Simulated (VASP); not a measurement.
# ScPd3 (Pm-3m) in VASP: electric field gradients with LDA

Aim: the electric field gradients of ScPd3 with LDA.

Everything below comes from runs of VASP 6.6.1. Logs are shortened: lines on timing, memory, paths and dates and some standing lists are left out, and cuts for length are marked.

### 1 Starting point

Symmetry: Pm-3m, No. 221, cubic system. Conventional cell: a = 3.902 Å, b = 3.902 Å, c = 3.902 Å, α = 90.00°, β = 90.00°, γ = 90.00°. Sc (site symmetry m-3m) has 12 Pd at 2.76 Å as nearest neighbours. Pd (site symmetry 4/mmm) is surrounded by 4 Sc at 2.76 Å and 8 Pd at 2.76 Å.

The cell comes from a database or a generator and needn't be the stable form of this composition.

### 2 Electric field gradients, LDA

Contents of INCAR:

```
SYSTEM = ScPd3
ALGO     = Fast           ! electronic algorithm
EDIFF    = 1E-8           ! SCF threshold, eV
ENCUT    = 520            ! plane-wave cutoff, eV
GGA      = CA             ! functional
ISIF     = 2              ! what is computed and relaxed
ISMEAR   = -1             ! smearing method
LASPH    = .True.         ! aspherical terms in the spheres
LCHARG   = .False.        ! write CHGCAR
LEFG     = .True.       
LREAL    = .False.        ! projectors in reciprocal space
LWAVE    = .False.        ! write WAVECAR
NBANDS   = 28             ! bands
NELM     = 100            ! most SCF steps
PREC     = Accurate       ! precision mode
SIGMA    = 0.05           ! smearing width, eV
```

Contents of KPOINTS:

```
k-points
0
Gamma
  9 9 9
  0 0 0
```

Contents of POSCAR:

```
ScPd3
1.0
    3.9024969916      0.0000000000      0.0000000000
    0.0000000000      3.9024969916      0.0000000000
    0.0000000000      0.0000000000      3.9024969916
Sc Pd
1 3
Direct
    0.0000000000      0.0000000000      0.0000000000
    0.0000000000      0.5000000000      0.5000000000
    0.5000000000      0.0000000000      0.5000000000
    0.5000000000      0.5000000000      0.0000000000
```

Potentials or basis: VASP PAW LDA potentials, release 64 (Sc_sv, Pd).

The run is started by

```sh
cat potpaw_LDA.64/Sc_sv/POTCAR potpaw_LDA.64/Pd/POTCAR > POTCAR
mpirun -np 1 vasp_std > vasp.out
```

OUTCAR:

```text
SYSTEM = ScPd3
   EDIFF = 1E-8
   ENCUT = 520
   GGA = CA
   ISIF = 2
   ISMEAR = -1
   LASPH = .True.
   LREAL = .False.
   NELM = 100
   PREC = Accurate

 ion  position               nearest neighbor table
   1  0.000  0.000  0.000-   2 2.76   3 2.76   4 2.76   2 2.76   3 2.76   2 2.76   4 2.76   2 2.76
                             3 2.76   4 2.76   3 2.76   4 2.76
   2  0.000  0.500  0.500-   1 2.76   3 2.76   4 2.76   1 2.76   4 2.76   1 2.76   3 2.76   1 2.76
                             3 2.76   4 2.76   4 2.76   3 2.76
   3  0.500  0.000  0.500-   1 2.76   2 2.76   4 2.76   1 2.76   4 2.76   2 2.76   4 2.76   4 2.76
                             1 2.76   2 2.76   1 2.76   2 2.76
   4  0.500  0.500  0.000-   1 2.76   2 2.76   3 2.76   2 2.76   3 2.76   1 2.76   3 2.76   3 2.76
                             1 2.76   2 2.76   2 2.76   1 2.76

  LATTYP: Found a simple cubic cell.
 ALAT       =     3.9024969916

  Lattice vectors:

 A1 = (   3.9024969916,   0.0000000000,   0.0000000000)
 A2 = (   0.0000000000,   3.9024969916,   0.0000000000)
 A3 = (   0.0000000000,   0.0000000000,   3.9024969916)

Analysis of symmetry for initial positions (statically):
=====================================================================
 Subroutine PRICEL returns:
 Original cell was already a primitive cell.

 Routine SETGRP: Setting up the symmetry group for a
 simple cubic supercell.

 Subroutine GETGRP returns: Found 48 space group operations
 (whereof 48 operations were pure point group operations)
 out of a pool of 48 trial point group operations.

The static configuration has the point symmetry O_h .

Analysis of symmetry for dynamics (positions and initial velocities):
=====================================================================
 Subroutine PRICEL returns:
 Original cell was already a primitive cell.

 Routine SETGRP: Setting up the symmetry group for a
 simple cubic supercell.

 Subroutine GETGRP returns: Found 48 space group operations
 (whereof 48 operations were pure point group operations)
 out of a pool of 48 trial point group operations.

The dynamic configuration has the point symmetry O_h .

 Subroutine INISYM returns: Found 48 space group operations
 (whereof 48 operations are pure point group operations),
 and found     1 'primitive' translations

----------------------------------------------------------------------------------------

                                     Primitive cell

  volume of cell :      59.4330

  direct lattice vectors                    reciprocal lattice vectors
     3.902496992  0.000000000  0.000000000     0.256246194  0.000000000  0.000000000
     0.000000000  3.902496992  0.000000000     0.000000000  0.256246194  0.000000000
     0.000000000  0.000000000  3.902496992     0.000000000  0.000000000  0.256246194

  length of vectors
     3.902496992  3.902496992  3.902496992     0.256246194  0.256246194  0.256246194

  position of ions in fractional coordinates (direct lattice)
     0.000000000  0.000000000  0.000000000
     0.000000000  0.500000000  0.500000000
     0.500000000  0.000000000  0.500000000
     0.500000000  0.500000000  0.000000000

  ion indices of the primitive-cell ions
   primitive index   ion index
                 1           1
                 2           2
                 3           3
                 4           4

----------------------------------------------------------------------------------------

 KPOINTS: k-points

Automatic generation of k-mesh.
 Grid dimensions read from file:
 generate k-points for:    9    9    9

 Generating k-lattice:

  Cartesian coordinates                     Fractional coordinates (reciprocal lattice)
     0.028471799  0.000000000  0.000000000     0.111111111  0.000000000  0.000000000
     0.000000000  0.028471799  0.000000000     0.000000000  0.111111111  0.000000000
     0.000000000  0.000000000  0.028471799     0.000000000  0.000000000  0.111111111

  Length of vectors
     0.028471799  0.028471799  0.028471799

  Shift w.r.t. Gamma in fractional coordinates (k-lattice)
     0.000000000  0.000000000  0.000000000

 Subroutine IBZKPT returns following result:
 ===========================================

 Found     35 irreducible k-points:

 Following reciprocal coordinates:
            Coordinates               Weight
  0.000000  0.000000  0.000000      1.000000
  0.111111  0.000000  0.000000      6.000000
  0.222222  0.000000  0.000000      6.000000
  0.333333  0.000000  0.000000      6.000000
  0.444444  0.000000  0.000000      6.000000
  0.111111  0.111111  0.000000     12.000000
[... 16 lines left out ...]
  0.333333  0.333333  0.111111     24.000000
  0.444444  0.333333  0.111111     48.000000
 [... further k-points ...]
   k-points           NKPTS =     35   k-points in BZ     NKDIM =     35   number of bands    NBANDS=     28
   number of dos      NEDOS =    301   number of ions     NIONS =      4
   total plane-waves  NPLWV =  27000
   dimension x,y,z NGX =    30 NGY =   30 NGZ =   30
   dimension x,y,z NGXF=    60 NGYF=   60 NGZF=   60
   ions per type =               1   3
   NGX,Y,Z   is equivalent  to a cutoff of  12.78, 12.78, 12.78 a.u.
   NGXF,Y,Z  is equivalent  to a cutoff of  25.56, 25.56, 25.56 a.u.
 SYSTEM =  ScPd3
   PREC   = accura    normal or accurate (medium, high low for compatibility)
   ISTART =      0    job   : 0-new  1-cont  2-samecut
   ICHARG =      2    charge: 1-file 2-atom 10-const
   ISPIN  =      1    spin polarized calculation?
   LNONCOLLINEAR =      F non collinear calculations
   LSORBIT =      F    spin-orbit coupling
   LASPH  =      T    aspherical Exc in radial PAW
   ENCUT  =  520.0 eV  38.22 Ry    6.18 a.u.   7.26  7.26  7.26*2*pi/ulx,y,z
   NELM   =    100;   NELMIN=  2; NELMDL= -5     # of ELM steps
   EDIFF  = 0.1E-07   stopping-criterion for ELM
   LREAL  =      F    real-space projection
   EDIFFG = 0.1E-06   stopping-criterion for IOM
   NSW    =      0    number of steps for IOM
   IBRION =     -1    ionic relax: 0-MD 1-quasi-New 2-CG
   NFREE  =      0    steps in history (QN), initial steepest desc. (CG)
   ISIF   =      2    stress and relaxation
   ISYM   =      2    0-nonsym 1-usesym 2-fastsym
   POTIM  = 0.5000    time-step for ionic-motion
   TEBEG  =    0.0;   TEEND  =   0.0 temperature during run
   PSTRESS=    0.0 pullay stress
   NELECT =      41.0000    total number of electrons
   NUPDOWN=      -1.0000    fix difference up-down
   EMIN   =  10.00;   EMAX   =-10.00  energy-range for DOS
   EFERMI =   0.00;   METHOD = LEGACY
   ISMEAR =    -1;   SIGMA  =   0.05  broadening in eV -4-tet -1-fermi 0-gaus
   EFERMI_NEDOS =   21; number of points for ismear=-14 and -15
   IALGO  =     68    algorithm
   IMIX   =      4    mixing-type and parameters
     AMIX     =   0.40;   BMIX     =  1.00
     AMIX_MAG =   1.60;   BMIX_MAG =  1.00
  volume/ion in A,a.u.               =      14.86       100.27
  Fermi-wavevector in a.u.,A,eV,Ry     =   1.446528  2.733542 28.469423  2.092444
  Thomas-Fermi vector in A             =   2.564586
   LORBIT       =      0    0 simple, 1 ext, 2 COOP (PROOUT), +10 PAW based schemes
   GGA     = CA    functional components
   LHFCALC =     F    Hartree Fock is set to
   AEXX    =    0.0000 exact exchange contribution
   IVDW    =     0    specifies the selected vdW correction
   LEPSILON=     F    determine dielectric tensor
   LRPA    =     F    only Hartree local field effects (RPA)
 non-spin polarized calculation
 RMM-DIIS sequential band-by-band and
  energy-cutoff  :      520.00
  volume of cell :       59.43
 maximum number of plane-waves:      1616
 NGX is ok and might be reduce to    30
   NGX = 15   NGY = 15   NGZ = 15

 number of electron      41.0000020 magnetization

 Free energy of the ion-electron system (eV)
  ---------------------------------------------------
  ext. energy  EPLUGINS =         0.00000000
  ---------------------------------------------------
  free energy    TOTEN  =       -29.76403772 eV

  energy without entropy =      -29.73874983  energy(sigma->0) =      -29.75139378

 E-fermi :   9.0444     XC(G=0): -13.2118

 val. band max:        9.0293036909   @ k =   0.2222   0.1111   0.0000
 cond. band min:       9.0713977197   @ k =   0.1111   0.1111   0.1111
 fundamental gap:      0.0420940287
 Fermi energy:         9.0444357133

 k-point     1 :       0.0000    0.0000    0.0000
  band No.  band energies     occupation
      1     -39.3680      2.00000
      2     -18.3656      2.00000
      3     -18.3656      2.00000
      4     -18.3656      2.00000
      5       2.0206      2.00000
      6       3.6977      2.00000
[... 20 lines left out ...]
     27      13.2670      0.00000
     28      13.2670      0.00000

 k-point     2 :       0.1111    0.0000    0.0000
  band No.  band energies     occupation
      1     -39.3675      2.00000
      2     -18.3727      2.00000
      3     -18.3665      2.00000
      4     -18.3665      2.00000
      5       2.1742      2.00000
      6       3.7849      2.00000
[... 20 lines left out ...]
     27      13.8626      0.00000
     28      13.8626      0.00000

 k-point     3 :       0.2222    0.0000    0.0000
  band No.  band energies     occupation
      1     -39.3663      2.00000
      2     -18.3903      2.00000
      3     -18.3688      2.00000
      4     -18.3688      2.00000
      5       2.6158      2.00000
      6       4.0254      2.00000
[... 616 lines left out ...]
      3     -18.3989      2.00000
      4     -18.3791      2.00000
      5       4.1221      2.00000
      6       4.7839      2.00000
[... 20 lines left out ...]
     27      14.2460      0.00000
     28      15.8619      0.00000

 k-point    24 :       0.4444    0.3333    0.1111
  band No.  band energies     occupation
      1     -39.3625      2.00000
      2     -18.4119      2.00000
      3     -18.4010      2.00000
      4     -18.3803      2.00000
      5       4.4706      2.00000
      6       4.8650      2.00000
[... 20 lines left out ...]
     27      14.5087      0.00000
     28      15.0861      0.00000

 [... further k-points ...]
[... 5 lines left out ...]
  --------------------------------------------------------------------------------------
  -------------------------------------------------------------------------------------
  Total        0.2380383      0.2380383      0.2380383      0.0000000      0.0000000      0.0000000
  in kB        6.4169646      6.4169646      6.4169646      0.0000000      0.0000000      0.0000000
  external PRESSURE =       6.4169646 kB  Pullay stress =       0.0000000 kB

 VOLUME and BASIS-vectors are now :
 -----------------------------------------------------------------------------
  energy-cutoff  :      520.00
  volume of cell :       59.43
      direct lattice vectors                 reciprocal lattice vectors
     3.902496992  0.000000000  0.000000000     0.256246194  0.000000000  0.000000000
     0.000000000  3.902496992  0.000000000     0.000000000  0.256246194  0.000000000
     0.000000000  0.000000000  3.902496992     0.000000000  0.000000000  0.256246194

 POSITION                                       TOTAL-FORCE (eV/Angst)
 -----------------------------------------------------------------------------------
      0.00000      0.00000      0.00000         0.000000      0.000000      0.000000
      0.00000      1.95125      1.95125         0.000000      0.000000      0.000000
      1.95125      0.00000      1.95125         0.000000      0.000000      0.000000
      1.95125      1.95125      0.00000         0.000000      0.000000      0.000000
 -----------------------------------------------------------------------------------
    total drift:                                0.000000      0.000000     -0.000000

  FREE ENERGIE OF THE ION-ELECTRON SYSTEM (eV)
  ---------------------------------------------------
  free  energy   TOTEN  =       -29.7640377245 eV

  energy  without entropy=      -29.7387498328  energy(sigma->0) =      -29.75139378

 Electric field gradients (V/A^2)
---------------------------------------------------------------------
 ion       V_xx      V_yy      V_zz      V_xy      V_xz      V_yz
---------------------------------------------------------------------
   1       0.000     0.000     0.000     0.000     0.000    -0.000
   2     -53.884    26.942    26.942    -0.000    -0.000     0.000
   3      26.942   -53.884    26.942     0.000     0.000     0.000
   4      26.942    26.942   -53.884     0.000     0.000     0.000
---------------------------------------------------------------------

 Electric field gradients after diagonalization (V/A^2)
 (convention: |V_zz| > |V_xx| > |V_yy|)
----------------------------------------------------------------------
 ion       V_xx      V_yy      V_zz     asymmetry (V_yy - V_xx)/ V_zz
----------------------------------------------------------------------
   1       0.000     0.000     0.000      -0.222
   2      26.942    26.942   -53.884       0.000
   3      26.942    26.942   -53.884       0.000
   4      26.942    26.942   -53.884       0.000
----------------------------------------------------------------------

           NMR quadrupolar parameters

 Cq : quadrupolar parameter    Cq=e*Q*V_zz/h
 eta: asymmetry parameters     (V_yy - V_xx)/ V_zz
 Q  : nuclear electric quadrupole moment in mb (millibarn)
----------------------------------------------------------------------
 ion       Cq(MHz)       eta       Q (mb)
----------------------------------------------------------------------
   1       0.000      -0.222       1.000
   2      -0.130       0.000       1.000
   3      -0.130       0.000       1.000
   4      -0.130       0.000       1.000
----------------------------------------------------------------------
```

It took 34 s on 1 thread of Intel Xeon 6975P-C (Granite Rapids), shared host; peak memory 0.17 GiB.

Results:

```yaml
Free_energy: -29.7640 eV
Pressure: 0.6 GPa
Band_gap_on_the_k_mesh: none (metal or under the smearing width)
```

Levels at points of the mesh, in eV from the Fermi level:
```csv
k point,band 16,band 17,band 18,band 19,band 20,band 21,band 22,band 23,band 24,band 25
"(0.00, 0.00, 0.00)",-0.98,-0.30,0.17,0.17,0.17,3.18,3.18,3.43,3.43,3.43
```

Electric field gradients, principal values (V/Å²):
| atom | Vxx | Vyy | Vzz |
| --- | --- | --- | --- |
| 1 Sc | 0.000 | 0.000 | 0.000 |
| 2 Pd | 26.942 | 26.942 | -53.884 |
| 3 Pd | 26.942 | 26.942 | -53.884 |
| 4 Pd | 26.942 | 26.942 | -53.884 |
